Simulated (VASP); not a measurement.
Crystal: Na3TeH.

```
Na Te H
1.0
     4.76717    0.00000    0.00000
     0.00000    4.76717    0.00000
     0.00000    0.00000    4.76717
Na Te H
3 1 1
Direct
  0.50000 0.00000 0.50000
  0.00000 0.50000 0.50000
  0.50000 0.50000 0.00000
  0.00000 0.00000 0.00000
  0.50000 0.50000 0.50000
```

The cell was built by a generator and needn't be a form met in nature.

| Quantity | Value |
| --- | --- |
| Program | VASP 6.6.1 |
| Task | relaxation of cell and atoms |
| Functional | PBEsol |
| Potentials or basis | VASP PAW PBE potentials, release 64 (Na_pv, Te, H) |
| Cutoff | 600 eV |
| k mesh | 6 × 6 × 6 |
| Occupations | gaussian, width 0.03 eV |
| Spin | no spin polarisation |

At the start: pressure -0.9 GPa; volume 21.67 Å³/atom.

How do energy, volume and symmetry change on relaxing?

Over 4 steps the energy falls by 2.4 meV/atom and the volume is 20.85 Å³/atom (-3.8 %); space group Pm-3m (No. 221, to 0.05 Å).

Step by step:
| step | energy change (eV) | largest force (eV/Å) | pressure (GPa) | volume (Å³) |
| --- | --- | --- | --- | --- |
| 1 | 0.0000 | 0.0000 | -0.90 | 108.34 |
| 2 | -0.0085 | 0.0000 | -0.50 | 106.43 |
| 3 | -0.0119 | 0.0000 | -0.12 | 104.75 |
| 4 | -0.0121 | 0.0000 | 0.02 | 104.24 |

Final structure:
```
Na Te H
1.0
     4.70629    0.00000    0.00000
     0.00000    4.70629    0.00000
     0.00000    0.00000    4.70629
Na Te H
3 1 1
Direct
  0.50000 0.00000 0.50000
  0.00000 0.50000 0.50000
  0.50000 0.50000 0.00000
  0.00000 0.00000 0.00000
  0.50000 0.50000 0.50000
```

Caveat: the PAW data sets were made with another functional, which shifts forces and pressure a little.
